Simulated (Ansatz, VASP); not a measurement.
# Cross-check of Zr2Ti (Zr2Ti in the C11b ordering) between VASP and Ansatz, part 2 of 2

One calculation is typed for both programs; each brings its own data sets. How far apart do they land? The cell is generated by rule, not measured, and may not be a known phase. Of the first pair: The two relaxations start from unlike cells of this crystal (the structure described is Ansatz's start), so only their ends are compared.

VASP 6.6.1 and Ansatz 0.2.0.

So far: Starting point; Ansatz: relaxation of cell and atoms, PBE, pair 1; VASP: relaxation of cell and atoms, PBE, pair 1.

### Step 4. Side by side

Known differences besides the potentials themselves: the cutoff is 420 eV in Ansatz and 500 eV in VASP; Ansatz adds a Pulay correction to the stress that steers its cell, VASP none. Total energies have different zeros and are not compared.

Compared:

| quantity | Ansatz | VASP | difference |
| --- | --- | --- | --- |
| volume (Å³) | 63.01 | 62.97 | +0.07 % |
| edge a after relaxation, in the typed setting (Å) | 3.505 | 3.500 | +0.15 % |
| edge c after relaxation, in the typed setting (Å) | 5.695 | 5.704 | -0.16 % |

### Step 5. VASP: relaxation of cell and atoms, PBE, pair 2

The relaxed volume is the usual yardstick between codes: in a stiff, nearly cubic crystal its relative difference is about their pressure difference at one cell divided by the bulk modulus.

INCAR reads:

```
SYSTEM = Zr2Ti
PREC = Accurate
ENCUT = 500
EDIFF = 1E-07
NELM = 120
ISMEAR = 1
SIGMA = 0.2
LREAL = .FALSE.
ALGO = Normal
GGA = PE
NBANDS = 24
LASPH = .TRUE.
LORBIT = 11
LWAVE = .FALSE.
LCHARG = .FALSE.
ISIF = 3
IBRION = 2
NSW = 80
EDIFFG = -0.005
GGA_COMPAT = .FALSE.
NELMIN = 4
KPAR = 2
```

POSCAR reads:

```
Zr2Ti
1.0
    3.1097970000      0.0000000000     -0.0000010000
    0.0000000000      3.1097970000     -0.0000010000
    1.5549020000      1.5549020000      6.5983560000
Ti Zr
1 2
Direct
    0.0000000000      0.0000000000      0.0000000000
    0.6584403770      0.6584403770      0.6831189946
    0.3415593772      0.3415593772      0.3168808538
```

KPOINTS reads:

```
Automatic mesh
0
Gamma
10 10 10
0 0 0
```

The projector-augmented-wave data sets are Ti_sv and Zr_sv (PBE family, release 64).

Launch:

```console
$ mpirun -np 2 vasp_std
```

Numbers of over 12 decimals in the logs are rounded to 6 here.

Log:

```text
[... set-up lines as in an earlier step ...]
 entering main loop
       N       E                     dE             d eps       ncg     rms          rms(c)
DAV:   1     0.416895046807E+03    0.41690E+03   -0.18286E+04  4896   0.156E+03
DAV:   2     0.943792329268E+01   -0.40746E+03   -0.40015E+03  5472   0.476E+02
DAV:   3    -0.247210596828E+02   -0.34159E+02   -0.33422E+02  9064   0.117E+02
DAV:   4    -0.265909770260E+02   -0.18699E+01   -0.18604E+01  6560   0.250E+01
[...]
DAV:  15    -0.246662509369E+02    0.66719E-05   -0.35237E-05  7520   0.342E-02    0.116E-02
DAV:  16    -0.246662507464E+02    0.19057E-06   -0.22186E-06  7032   0.102E-02    0.390E-03
DAV:  17    -0.246662507523E+02   -0.59426E-08   -0.31085E-07  5760   0.358E-03
   1 F= -.24666251E+02 E0= -.24665372E+02  d E =-.246663E+02
[...]
2 F= -.24666265E+02 E0= -.24665376E+02  d E =-.144244E-04
[...]
3 F= -.24666270E+02 E0= -.24665385E+02  d E =-.192797E-04
[...]
4 F= -.24666282E+02 E0= -.24665380E+02  d E =-.118482E-04
[...]
5 F= -.24666292E+02 E0= -.24665357E+02  d E =-.222365E-04
[...]
reached required accuracy - stopping structural energy minimisation
```

Parts of OUTCAR (step 5):

```text
  Total       -0.0034993     -0.0034993      0.0076831      0.0000000      0.0000000      0.0000000
  in kB       -0.0879141     -0.0879141      0.1930224      0.0000000      0.0000001      0.0000001
  external PRESSURE =       0.0057314 kB  Pullay stress =       0.0000000 kB

 POSITION                                       TOTAL-FORCE (eV/Angst)
 -----------------------------------------------------------------------------------
      0.00000      0.00000     -0.00000         0.000000      0.000000      0.000000
      3.10954      3.10954      4.50783         0.000000      0.000000      0.000723
      1.55477      1.55477      2.08764        -0.000000     -0.000000     -0.000723
 -----------------------------------------------------------------------------------
    total drift:                                0.001757      0.001757      0.001739

  FREE ENERGIE OF THE ION-ELECTRON SYSTEM (eV)
  ---------------------------------------------------
  free  energy   TOTEN  =       -24.6662922685 eV

  energy  without entropy=      -24.6634856229  energy(sigma->0) =      -24.66535672

[... 1 part as in an earlier step ...]

[... 3 further parts left out ...]
[key lines of the parts left out:]
E-fermi :   8.6969
```

### Step 6. Ansatz: relaxation of cell and atoms, PBE, pair 2

The same cell, functional, mesh and smearing now go to Ansatz, which takes its cutoff from its data sets.

The cell is taken from a series of runs on this material, whose earlier steps may have relaxed, scaled, displaced or heated it; both programs get it as it stands.

input.yaml reads:

```yaml
crystal:
  lattice:
    - [3.1097969085, 0.0, -1.4822e-06]
    - [0.0, 3.1097969085, -1.4822e-06]
    - [1.5549015991, 1.5549015991, 6.5983557954]
  atoms:
    - { symbol: Ti, position: [0.0, 0.0, 0.0] }
    - { symbol: Zr, position: [0.6584404302, 0.6584404302, 0.6831191396] }
    - { symbol: Zr, position: [0.3415595698, 0.3415595698, 0.3168808604] }
kpoints:
  mp_grid: { grid: [10, 10, 10] }
hamiltonian:
  xc: pbe
scf:
  occupations: { method: methfessel_paxton, width: 0.2 }
output:
  forces: true
  stress: true
  eigenvalues: true
relax:
  adjacent_minimum: "off"
  f_tol: 0.001
  max_steps: 60
  cell: { stress_tol: 0.01 }
```

Launch:

```console
$ ansatz run input.yaml --threads 4 --pin off --max-ram 8192MiB --backend cpu --events-out ev --progress --plain --runs-dir out
```

Log:

```text
[...]
Crystal: 3 atoms, lattice volume = 63.812 Å³
Basis set: ecut = 420 eV, 1275 PW (Γ), exchange–correlation on 48×48×96 points (8 copies of the dense FFT grid, shifted against one another)
Bands: 22, of which v1, the nominal top of the filled ones, is band 18 counted from 1 (17 counted from 0)
Symmetry: 16 space group operations
[...]
k-points: 102 of 1000
[...]
--- Relaxed structure (5 steps of the walk, 5 accepted, 1 SCFs on fresh bases) ---
[...]
cell:  # Å, volume = 63.7974 Å³
    - [3.108220, -3.530373681678935e-13, -1.4814303683088707e-6]
    - [-3.5303736816787566e-13, 3.108220, -1.4814303683088333e-6]
    - [1.554113, 1.554113, 6.603573]
  atoms:
    - { symbol: Ti, position: [0, 0, 0] }
    - { symbol: Zr, position: [0.658292, 0.658292, 0.683416] }
    - { symbol: Zr, position: [0.341708, 0.341708, 0.316584] }
[key lines of the parts left out:]
SCF converged after 4 iterations
Free energy (F): -10867.130014 eV
Fermi energy:    13.722605 eV
P = ⅓ Tr σ = 0.0001 GPa (0.001 kbar)
```

### Step 7. Side by side

Both answers:

```csv
quantity,Ansatz,VASP,difference
volume (Å³),63.80,63.77,+0.04 %
"edge a after relaxation, in the typed setting (Å)",3.108,3.110,-0.04 %
"edge c after relaxation, in the typed setting (Å)",6.960,6.952,+0.11 %
```

### Step 8. Outcome

| Item | Value |
| --- | --- |
| difference in edge c after relaxation, in the typed setting (relaxation of cell and atoms, PBE, pair 1) | -0.16 % |
| difference in edge c after relaxation, in the typed setting (relaxation of cell and atoms, PBE, pair 2) | 0.11 % |

What this shows: The difference in edge c after relaxation, in the typed setting is -0.16 % (relaxation of cell and atoms, PBE, pair 1), within the 1.2 % picked in this series as the mark of a large difference, as far as the stopping tolerances let one tell. How closely two codes agree says nothing of how well the functional describes the real material.

[Lines on the potential files, build, host, timing and source positions are cut from VASP's logs without a mark.]

[Logs are printed without paths, hosts, clocks, repeated set-up lines and the standing remarks that a program may print on its own settings, such as how far it seeks lower states.]

[Hosts, paths, dates, database ids (printed as entryN), source tags and the programs' standing remarks are cut or masked in the printed files.]
